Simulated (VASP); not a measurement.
PbS: computed properties

These are r2SCAN meta-GGA, VASP's PBE PAW potentials (set 64) (plane waves; VASP 6.6.1) values and carry that method's errors.

```
Quantity                                                                                                            Value
---------------------------------------------  --------------------------------------------------------------------------
space group                                                                                                     C2/m (12)
cell                                           a = 5.965 Å, b = 5.965 Å, c = 16.565 Å, α = 90.00°, β = 94.37°, γ = 90.00°
band gap (over mesh and band path)                                                                                2.10 eV
smallest direct gap (over mesh and band path)                                                                     2.10 eV
band-edge character                                                                  direct, L2-Γ at 0.14 to L2-Γ at 0.14
```

```
CELL_PARAMETERS angstrom
      2.98257    -2.98258     0.00038
      2.98257     2.98258     0.00038
     -1.26331     0.00000    16.51712
ATOMIC_POSITIONS crystal
  Pb 0.23231 0.23231 0.91379
  Pb 0.76769 0.76769 0.08621
  S  0.73408 0.73408 0.92513
  S  0.26592 0.26592 0.07487
```

The cell holds vacuum, so volume and density refer to the whole cell. The cell holds a wide vacuum, so values per volume refer to the whole cell. Unless said otherwise, spin-orbit coupling is left out, though it shifts the bands of the heavy elements here.

The cell is a sheet with vacuum, built from a database entry that may be metastable or hypothetical.
